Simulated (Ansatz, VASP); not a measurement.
# Cross-check of Zr (Zirconium) between VASP and Ansatz, part 2 of 2

One calculation is typed for both programs; each brings its own data sets. How far apart do they land? Of the first pair: The structure shown is the end of the Ansatz relaxation below.

VASP 6.6.1 and Ansatz 0.2.0.

So far: Set-up; Ansatz: relaxation, PBEsol; VASP: single point, PBEsol; Differences; Ansatz: zone-centre phonons, PBEsol, pair 2.

## 6. VASP: zone-centre phonons, PBEsol, pair 2

Level of this step: PBEsol; plane waves and PAW (Zr_sv) (VASP).

The same cell, functional, mesh and smearing now go to VASP, with its own data sets.

File INCAR:

```
SYSTEM = Zr
PREC = Accurate
ENCUT = 500
EDIFF = 1E-08
NELM = 120
ISMEAR = 1
SIGMA = 0.2
LREAL = .FALSE.
ALGO = Normal
GGA = PS
NBANDS = 18
LASPH = .TRUE.
LORBIT = 11
LWAVE = .FALSE.
LCHARG = .FALSE.
ISIF = 2
IBRION = 8
GGA_COMPAT = .FALSE.
KPAR = 2
```

File POSCAR:

```
Zr
1.0
    3.0563455461      0.0000000000      0.0000000000
   -1.5281727731      2.6468728857      0.0000000000
    0.0000000000      0.0000000000      5.3288960370
Zr
2
Direct
    0.3333333334      0.6666666668      0.2500000000
    0.6666666668      0.3333333334      0.7500000000
```

File KPOINTS:

```
Automatic mesh
0
Gamma
15 15 8
0 0 0
```

PAW data sets: Zr_sv (PBE family, release 64).

Run with:

```
$ mpirun -np 2 vasp_std
```

Numbers of over 12 decimals in the logs are rounded to 6 here.

The log of the run:

```text
[banner, memory and clock lines left out]
running    2 mpi-ranks, on    1 nodes
[...]
[... a notice as in an earlier step ...]

 LDA part: xc-table for (Slater+PW92), standard interpolation
 POSCAR, INCAR and KPOINTS ok, starting setup
[...]
entering main loop
       N       E                     dE             d eps       ncg     rms          rms(c)
DAV:   1     0.210816977504E+03    0.21082E+03   -0.13164E+04  4860   0.130E+03
DAV:   2    -0.343224217428E+01   -0.21425E+03   -0.21093E+03  5828   0.380E+02
DAV:   3    -0.184367941332E+02   -0.15005E+02   -0.14866E+02  8772   0.731E+01
DAV:   4    -0.187747143757E+02   -0.33792E+00   -0.33767E+00  5672   0.115E+01
[...]
DAV:  13    -0.180967416872E+02    0.17769E-06   -0.43277E-08  5814   0.187E-03    0.729E-04
DAV:  14    -0.180967416567E+02    0.30499E-07   -0.45292E-09  2944   0.781E-04    0.151E-04
DAV:  15    -0.180967416518E+02    0.49122E-08   -0.68603E-10  2834   0.300E-04
   1 F= -.18096742E+02 E0= -.18097508E+02  d E =0.229959E-02
[...]
RMM:  20    -0.610030398617E+00    0.20435E-08    0.28471E-07 48363   0.406E-04    0.379E-05
RMM:  21    -0.610030409669E+00   -0.11051E-07    0.29272E-07 47000   0.363E-04    0.416E-05
RMM:  22    -0.610030410344E+00   -0.67543E-09    0.29814E-07 44542   0.330E-04    0.442E-05
 first order change of Fermi-energy   0.15018E-04
 force on displaced ion       1 direction 1 :  -0.522   0.000   0.000
 Linear response progress:
  Degree of freedom:   2/  2
       N       E                     dE             d eps       ncg     rms          rms(c)
RMM:   1    -0.814001434839E+00   -0.81400E+00    0.29510E+00  7636   0.134E+01
RMM:   2    -0.766496180469E+00    0.47505E-01   -0.26787E-01 11130   0.272E+00    0.263E-01
RMM:   3    -0.770275780484E+00   -0.37796E-02   -0.47000E-02 13438   0.961E-01    0.891E-02
RMM:   4    -0.772932743392E+00   -0.26570E-02   -0.57218E-03 15190   0.353E-01    0.291E-02
[...]
RMM:  18    -0.773007693019E+00    0.21943E-07   -0.14786E-06 17453   0.533E-04    0.709E-05
RMM:  19    -0.773007665404E+00    0.27615E-07   -0.12648E-06 17248   0.448E-04    0.769E-05
RMM:  20    -0.773007647352E+00    0.18052E-07   -0.14116E-06 16355   0.387E-04    0.735E-05
 first order change of Fermi-energy  -0.10390E-03
 force on displaced ion       1 direction 3 :  -0.000  -0.000  -5.563
 Linear response finished
```

Parts of OUTCAR (step 6):

```text
  Total        1.4509498      1.4509498      0.0065097     -0.0000000      0.0000000      0.0000000
  in kB       53.9250053     53.9250053      0.2419359     -0.0000000      0.0000000      0.0000000
  external PRESSURE =      36.0306489 kB  Pullay stress =       0.0000000 kB

 POSITION                                       TOTAL-FORCE (eV/Angst)
 -----------------------------------------------------------------------------------
     -0.00000      1.76458      1.33222         0.000000      0.000000      0.000000
      1.52817      0.88229      3.99667        -0.000000      0.000000      0.000000
 -----------------------------------------------------------------------------------
    total drift:                               -0.000000     -0.000000      0.000000

[... 1 part as in an earlier step ...]

[... 1 further part left out ...]
```

Energies printed during the response cycles are not total energies of the cell.

## 7. Differences

Compared:

| quantity | Ansatz | VASP | difference |
| --- | --- | --- | --- |
| optical mode 1 to 2 (cm⁻¹) | 55.3 | 55.8 | -0.80 % |
| optical mode 3 (cm⁻¹) | 178.7 | 182.1 | -1.88 % |

Modes are paired by rising frequency, not by their patterns, so a pair may set unlike modes beside each other; they are those without the splitting of longitudinal modes.

## 8. Ansatz: zone-centre phonons, PBEsol, pair 3

Second derivatives magnify differences that forces hide, and they need a tight electronic threshold. The cell compared in this pair holds 43.49 Å³, against 43.11 Å³ for the pair before.

The cell is taken from a series of runs on this material, whose earlier steps may have relaxed, scaled, displaced or heated it; both programs get it as it stands.

File input.yaml:

```yaml
crystal:
  lattice:
    - [3.0881824789, 0.0, 0.0]
    - [-1.5440912395, 2.6744444782, 0.0]
    - [0.0, 0.0, 5.2655315529]
  atoms:
    - { symbol: Zr, position: [0.3333333333, 0.6666666667, 0.25] }
    - { symbol: Zr, position: [0.6666666667, 0.3333333333, 0.75] }
kpoints:
  mp_grid: { grid: [15, 15, 8] }
hamiltonian:
  xc: pbesol
  pseudopotentials: { kind: paw, azcp: { folder: soft_1 }, xc_functional: pbe }
scf:
  occupations: { method: methfessel_paxton, width: 0.2 }
output:
  eigenvalues: true
phonons:
  method: dfpt
```

Run with:

```
$ ansatz run input.yaml --threads 4 --pin off --max-ram 10240MiB --backend cpu --events-out ev --progress --plain --runs-dir out
```

The log of the run:

```text
[...]
Crystal: 2 atoms, lattice volume = 43.489 Å³
Basis set: ecut = 420 eV, 845 PW (Γ), exchange–correlation on 48×48×72 points (8 copies of the dense FFT grid, shifted against one another)
Bands: 16, of which v1, the nominal top of the filled ones, is band 12 counted from 1 (11 counted from 0)
Symmetry: 24 space group operations
k-points: 320 of 1800 (irreducible under 4 space group operations, time reversal used)
[...]
k-point 2: bands = [... 8 lower, 9.7021, 11.6307, 15.1068, 15.1870, 15.8811, 15.8811, 16.3220, 16.3220, ... 4 higher]
  k-point 319: bands = [... 8 lower, 12.5899, 12.5899, 14.2420, 14.2420, 15.1059, 15.1059, 16.9228, 16.9228, ... 4 higher]
[...]
ASR residual: 3.893e-5 → 0.000e0 eV/Å²; symmetrization residual: 2.019e-10 eV/Å²
  ASR residual per site (eV/Å²): 3.89e-5 3.89e-5
  Γ frequencies (cm⁻¹): 0.00 0.00 0.00 56.99 56.99 179.58
[...]
[key lines of the parts left out:]
SCF converged after 8 iterations
Free energy (F): -8257.279608 eV
Fermi energy:    14.953059 eV
```

## 9. VASP: zone-centre phonons, PBEsol, pair 3

The same cell, functional, mesh and smearing now go to VASP, with its own data sets.

INCAR is that of step 6.

File POSCAR:

```
Zr
1.0
    3.0881824789      0.0000000000      0.0000000000
   -1.5440912395      2.6744444782      0.0000000000
    0.0000000000      0.0000000000      5.2655315529
Zr
2
Direct
    0.3333333334      0.6666666668      0.2500000000
    0.6666666668      0.3333333334      0.7500000000
```

KPOINTS is that of step 6.

Run with:

```
$ mpirun -np 2 vasp_std
```

The log of the run:

```text
[... set-up lines as in an earlier step ...]
 entering main loop
       N       E                     dE             d eps       ncg     rms          rms(c)
DAV:   1     0.209860516898E+03    0.20986E+03   -0.13118E+04  4868   0.129E+03
DAV:   2    -0.313907736534E+01   -0.21300E+03   -0.20969E+03  5738   0.376E+02
DAV:   3    -0.184955021584E+02   -0.15356E+02   -0.15204E+02  8864   0.735E+01
DAV:   4    -0.188265976666E+02   -0.33110E+00   -0.33087E+00  5562   0.116E+01
[...]
DAV:  13    -0.181239652292E+02    0.20427E-06   -0.35129E-08  4602   0.172E-03    0.889E-04
DAV:  14    -0.181239651831E+02    0.46105E-07   -0.93110E-09  2924   0.114E-03    0.161E-04
DAV:  15    -0.181239651810E+02    0.20973E-08   -0.11272E-09  2848   0.310E-04
   1 F= -.18123965E+02 E0= -.18124926E+02  d E =0.288229E-02
 Linear response reoptimize wavefunctions to high precision
DAV:   1    -0.181239651802E+02    0.75534E-09   -0.50191E-10  2934   0.231E-04
DAV:   2    -0.181239651802E+02   -0.95497E-11   -0.18122E-10  2804   0.101E-04
 Linear response DOF=           2
 Linear response progress:
[...]
RMM:  35    -0.615010982919E+00    0.30173E-07    0.24590E-07 41430   0.188E-04    0.851E-06
RMM:  36    -0.615010966165E+00    0.16754E-07    0.23202E-07 40764   0.183E-04    0.863E-06
RMM:  37    -0.615010977959E+00   -0.11795E-07    0.22077E-07 34486   0.178E-04    0.972E-06
 first order change of Fermi-energy   0.12670E-04
 force on displaced ion       1 direction 1 :  -0.553  -0.000   0.000
 Linear response progress:
  Degree of freedom:   2/  2
       N       E                     dE             d eps       ncg     rms          rms(c)
RMM:   1    -0.808304557769E+00   -0.80830E+00    0.29501E+00  7596   0.134E+01
RMM:   2    -0.759907175679E+00    0.48397E-01   -0.26619E-01 11170   0.273E+00    0.262E-01
RMM:   3    -0.763481066554E+00   -0.35739E-02   -0.47174E-02 13482   0.974E-01    0.899E-02
RMM:   4    -0.766129355374E+00   -0.26483E-02   -0.56723E-03 15225   0.357E-01    0.304E-02
[...]
RMM:  17    -0.766229949292E+00    0.52413E-07   -0.20742E-06 16675   0.679E-04    0.647E-05
RMM:  18    -0.766229969802E+00   -0.20510E-07   -0.20728E-06 17511   0.563E-04    0.684E-05
RMM:  19    -0.766229929080E+00    0.40722E-07   -0.16056E-06 17146   0.478E-04    0.693E-05
 first order change of Fermi-energy  -0.11337E-03
 force on displaced ion       1 direction 3 :   0.000  -0.000  -5.451
 Linear response finished
```

From OUTCAR (step 9):

```text
  Total        1.1548915      1.1548915      0.0077085     -0.0000000      0.0000000      0.0000000
  in kB       42.5473980     42.5473980      0.2839904     -0.0000000      0.0000000      0.0000000
  external PRESSURE =      28.4595954 kB  Pullay stress =       0.0000000 kB

 POSITION                                       TOTAL-FORCE (eV/Angst)
 -----------------------------------------------------------------------------------
     -0.00000      1.78296      1.31638        -0.000000     -0.000000      0.000000
      1.54409      0.89148      3.94915         0.000000      0.000000      0.000000
 -----------------------------------------------------------------------------------
    total drift:                               -0.000000     -0.000000      0.000000

[... 1 part as in an earlier step ...]

[... 1 further part left out ...]
```

## 10. Side by side

Compared:

| quantity | Ansatz | VASP | difference |
| --- | --- | --- | --- |
| optical mode 1 to 2 (cm⁻¹) | 57.0 | 57.4 | -0.72 % |
| optical mode 3 (cm⁻¹) | 179.6 | 180.3 | -0.38 % |

Modes are paired by rising frequency, not by their patterns, so a pair may set unlike modes beside each other; they are those without the splitting of longitudinal modes.

## 11. Results

```
difference in pressure (single point, PBEsol)                                                                                : -0.041 GPa
r.m.s. difference of the optical zone-centre modes, each program's sorted by frequency (zone-centre phonons, PBEsol, pair 2) : 2.0 cm⁻¹
difference in optical mode 3 (zone-centre phonons, PBEsol, pair 2)                                                           : -1.9 %
r.m.s. difference of the optical zone-centre modes, each program's sorted by frequency (zone-centre phonons, PBEsol, pair 3) : 0.52 cm⁻¹
difference in optical mode 1 to 2 (zone-centre phonons, PBEsol, pair 3)                                                      : -0.7 %
```

The difference in pressure is -0.041 GPa (single point, PBEsol), within the 1 GPa picked in this series as the mark of a large difference. Among the rows given in per cent, the largest difference of the zone-centre phonons, PBEsol, pair 2 pair is in optical mode 3, -1.9 %. Among the rows given in per cent, the largest difference of the zone-centre phonons, PBEsol, pair 3 pair is in optical mode 1 to 2, -0.7 %. Such differences can come from data sets, numerical settings and the points named under the comparisons, not from the functional's error against experiment.

[Lines on the potential files, build, host, timing and source positions are cut from VASP's logs without a mark.]

[Logs are printed without paths, hosts, clocks, repeated set-up lines and the standing remarks that a program may print on its own settings, such as how far it seeks lower states.]

[Hosts, paths, dates, database ids (printed as entryN), source tags and the programs' standing remarks are cut or masked in the printed files.]
